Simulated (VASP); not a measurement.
Given:

```
CELL_PARAMETERS angstrom
      4.45246     0.00000     0.00000
      0.00000     4.45246     0.00000
      0.00000     0.00000     3.14776
ATOMIC_POSITIONS crystal
  Ir 0.00000 0.00000 0.00000
  Ir 0.50000 0.50000 0.50000
  O  0.30894 0.30894 0.00000
  O  0.80894 0.19106 0.50000
  O  0.19106 0.80894 0.50000
  O  0.69106 0.69106 0.00000
```

Method: LDA (Ceperley-Alder, Perdew-Zunger) with spin-orbit coupling, VASP's LDA PAW potentials (set 64) (plane waves; VASP). Numerical set-up: 520 eV cut-off, 6×6×9 Γ-centred mesh, Gaussian smearing of 0.050 eV, potentials Ir O.

Question: Predict the energy per atom (σ→0), pressure, band gap (over mesh and band path) with the smallest direct gap where there is one.

Answer: 
The band gap (over mesh and band path) is none (metal, semimetal or under 0.01 eV) and the energy per atom (σ→0) comes out as -8300 meV/atom. The pressure is 1.50 GPa.

Only differences to runs with the same potentials and settings are physical.

The compound is IrO2 in the rutile structure. It was relaxed first.
